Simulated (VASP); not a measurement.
Output of a VASP run:

File OSZICAR:
```
       N       E                     dE             d eps       ncg     rms          rms(c)
DAV:   1     0.916719544575E+02    0.91672E+02   -0.93162E+03  4728   0.130E+03
DAV:   2    -0.363759068022E+02   -0.12805E+03   -0.12365E+03  5044   0.352E+02
DAV:   3    -0.388505001876E+02   -0.24746E+01   -0.24142E+01  5832   0.503E+01
DAV:   4    -0.388767950066E+02   -0.26295E-01   -0.26275E-01  5412   0.516E+00
DAV:   5    -0.388776557855E+02   -0.86078E-03   -0.86072E-03  6744   0.721E-01    0.162E+01
DAV:   6    -0.336310880841E+02    0.52466E+01   -0.74649E+00  4960   0.365E+01    0.389E+00
DAV:   7    -0.335805145933E+02    0.50573E-01   -0.79628E-01  5012   0.109E+01    0.213E+00
DAV:   8    -0.336018820792E+02   -0.21367E-01   -0.30600E-02  4916   0.218E+00    0.895E-01
DAV:   9    -0.336071219476E+02   -0.52399E-02   -0.28574E-02  5016   0.192E+00    0.447E-01
DAV:  10    -0.336079811026E+02   -0.85916E-03   -0.34111E-03  5284   0.701E-01    0.145E-01
DAV:  11    -0.336079958694E+02   -0.14767E-04   -0.37883E-04  5564   0.235E-01    0.291E-02
DAV:  12    -0.336079674137E+02    0.28456E-04   -0.57208E-05  5088   0.939E-02    0.853E-03
DAV:  13    -0.336079457545E+02    0.21659E-04   -0.11006E-05  5564   0.408E-02    0.762E-03
DAV:  14    -0.336079458269E+02   -0.72418E-07   -0.13180E-06  5464   0.149E-02    0.254E-03
DAV:  15    -0.336079458806E+02   -0.53752E-07   -0.21078E-07  4716   0.516E-03
   1 F= -.33607946E+02 E0= -.33607945E+02  d E =-.336079E+02
```

OUTCAR:
```
------------------------ aborting loop because EDIFF is reached ----------------------------------------
  FORCE on cell =-STRESS in cart. coord.  units (eV):
  Direction    XX          YY          ZZ          XY          YZ          ZX
  --------------------------------------------------------------------------------------
  Total        0.4265247      0.9280503      0.4265247     -0.0000000      0.0000000      0.0000000
  in kB       26.1731760     56.9486946     26.1731760     -0.0000000      0.0000000      0.0000000
  external PRESSURE =      36.4316822 kB  Pullay stress =       0.0000000 kB
  volume of cell :       26.11
      direct lattice vectors                 reciprocal lattice vectors
     2.981631897  0.000000000  0.000000000     0.335386806  0.000000000  0.000000000
     0.000000000  2.936907419  0.000000000     0.000000000  0.340494220  0.000000000
     0.000000000  0.000000000  2.981631897     0.000000000  0.000000000  0.335386806
 POSITION                                       TOTAL-FORCE (eV/Angst)
 -----------------------------------------------------------------------------------
      1.49082      1.46845      1.49082         0.000000      0.000000      0.000000
      0.00000      0.00000      0.00000         0.000000      0.000000      0.000000
 -----------------------------------------------------------------------------------
    total drift:                                0.000000      0.000000      0.000000
  FREE ENERGIE OF THE ION-ELECTRON SYSTEM (eV)
  ---------------------------------------------------
  free  energy   TOTEN  =       -33.6079458806 eV

  energy  without entropy=      -33.6079432253  energy(sigma->0) =      -33.60794500

 reached required accuracy - stopping structural energy minimisation
```
(Selected blocks of OUTCAR.)

### POSCAR
```
RuAl
1
    2.9816318972     0.0000000000     0.0000000000
    0.0000000000     2.9369074187     0.0000000000
    0.0000000000     0.0000000000     2.9816318972
Al Ru
1 1
Direct
  0.5000000000   0.5000000000   0.5000000000
  0.0000000000   0.0000000000   0.0000000000
```

Reconstruct the remaining input files.

Several could match; the one computed here: the input of the run itself, r2SCAN meta-GGA, plane waves, VASP's PBE PAW potentials (set 64).

### KPOINTS
```
Automatic mesh
0
G
 12 12 12
0 0 0
```

### INCAR
```
! general
SYSTEM  = RuAl
PREC    = Accurate
ENCUT   = 480
LREAL   = .False.
LASPH   = .True.

! electronic loop
EDIFF   = 1E-7
NELM    = 100
ALGO    = Normal
LMAXMIX = 4
LMIXTAU = .True.

! smearing
ISMEAR  = 1
SIGMA   = 0.1

! functional
METAGGA = R2SCAN

! ions
IBRION  = 2
NSW     = 30
ISIF    = 2
EDIFFG  = -0.01

! output
LWAVE   = .False.
LCHARG  = .False.
```

POTCAR, in this order: Al Ru_pv (PBE.64 set). Program: vasp_std.

The compound is RuAl in the CsCl type structure. This cell was strained or had an atom moved on purpose. The electron count is odd and the run is not spin-polarised, which forces a metal.
